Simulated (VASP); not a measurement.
VASP ran on this input.

**INCAR**
```
EDIFF  =  1E-6
PREC  =  Accurate
LCHARG  =  F
LMAXMIX  =  4   # l cut-off of mixed one-centre charges
IBRION  =  2   # conjugate gradients
SIGMA  =  0.1   # width (eV)
ALGO  =  Normal   # blocked Davidson
ISMEAR  =  1   # Methfessel-Paxton
ISIF  =  3
EDIFFG  =  -0.02
SYSTEM  =  SrTe
NSW  =  40   # most ionic steps
NELM  =  100
ENCUT  =  500   # plane-wave cut-off (eV)
PSTRESS  =  450
LWAVE  =  F
LASPH  =  T
LREAL  =  F   # projection in real space or not
```

KPOINTS:
```
Automatic
0
gamma
  11 11 11
0 0 0
```

POSCAR:
```
SrTe
1
    0.0000000000     2.8974310527     2.8974310527
    2.8974310527     0.0000000000     2.8974310527
    2.8974310527     2.8974310527     0.0000000000
Sr Te
1 1
Direct
  0.0000000000   0.0000000000   0.0000000000
  0.5000000000   0.5000000000   0.5000000000
```

POTCAR, in this order: Sr_sv Te (LDA.64 set). Program: vasp_std.

**Question.** Write an equivalent input for Quantum ESPRESSO's pw.x.

**Answer.** One equivalent input (not run):
```
&CONTROL
  calculation = 'vc-relax'
  pseudo_dir = './pseudo'
  outdir = './out'
  tprnfor = .true.
  tstress = .true.
  nstep = 40
  forc_conv_thr = 0.00078
/
&SYSTEM
  ibrav = 0
  nat = 2
  ntyp = 2
  ecutwfc = 82.3
  occupations = 'smearing'
  smearing = 'methfessel-paxton'
  degauss = 0.00735
  input_dft = 'pz'
/
&ELECTRONS
  conv_thr = 7.3e-08
  electron_maxstep = 100
/
&IONS
/
&CELL
  press = 450
/
ATOMIC_SPECIES
  Sr 87.620 Sr.upf
  Te 127.600 Te.upf
CELL_PARAMETERS angstrom
     0.0000000    2.8974311    2.8974311
     2.8974311    0.0000000    2.8974311
     2.8974311    2.8974311    0.0000000
ATOMIC_POSITIONS crystal
  Sr   0.0000000  0.0000000  0.0000000
  Te   0.5000000  0.5000000  0.5000000
K_POINTS automatic
  11 11 11 0 0 0
```
Limits of the translation: the potentials are each code's own (VASP's PAW set, PseudoDojo norm-conserving files in pw.x), so ENCUT and ecutwfc are chosen apart and not converted; conv_thr bounds pw.x's estimated SCF error, while EDIFF bounds the energy change between steps; forc_conv_thr acts on force components and is met together with etot_conv_thr.

The compound is SrTe in the rock salt structure. This run relaxes it under an external pressure of 45 GPa. Symmetry was kept, so distortions that lower it aren't found.
